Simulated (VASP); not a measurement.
CoAg3C6N6, 16 atoms in the cell. It takes space group P-31m (No. 162, trigonal). Conventional cell: a = 7.489 Å, b = 7.489 Å, c = 6.806 Å, α = 90.00°, β = 90.00°, γ = 120.00°. Co (site symmetry -3m) has 6 C at 1.87 Å as nearest neighbours. Ag (site symmetry 2/m) is surrounded by 2 N at 2.05 Å. C (site symmetry m) has 1 N at 1.17 Å as nearest neighbours. N (site symmetry m) has 1 C at 1.17 Å as nearest neighbours. The cell is a database's computed one.

```yaml
Program: VASP 6.6.1
Task: relaxation of cell and atoms
Functional: PBE
Potentials_or_basis: VASP PAW PBE potentials, release 64 (Co, Ag, C, N)
Cutoff: 600 eV
k_mesh: 6 × 6 × 4
Occupations: gaussian, width 0.03 eV
Spin: no spin polarisation
Further_INCAR_settings: ALGO = Normal; EDIFF = 1e-06; IBRION = 2; EDIFFG = -0.01; NSW = 90; ISIF = 3
```

Potentials or basis: VASP PAW PBE potentials, release 64 (Co, Ag, C, N).

Run with:

```bash
$ cat potpaw_PBE.64/Co/POTCAR potpaw_PBE.64/Ag/POTCAR potpaw_PBE.64/C/POTCAR potpaw_PBE.64/N/POTCAR > POTCAR
$ mpirun -np 4 vasp_std > vasp.out
```

Hardware: 4 MPI ranks on Intel(R) Xeon(R) Platinum 8488C (Sapphire Rapids), with other jobs on the host.

How long does it take, and how much memory?

Wall time 51 min on 4 MPI ranks on Intel(R) Xeon(R) Platinum 8488C (Sapphire Rapids), with other jobs on the host, peak memory 0.85 GiB a rank. Counts: scf iterations 276, k points 24, ion steps 44.
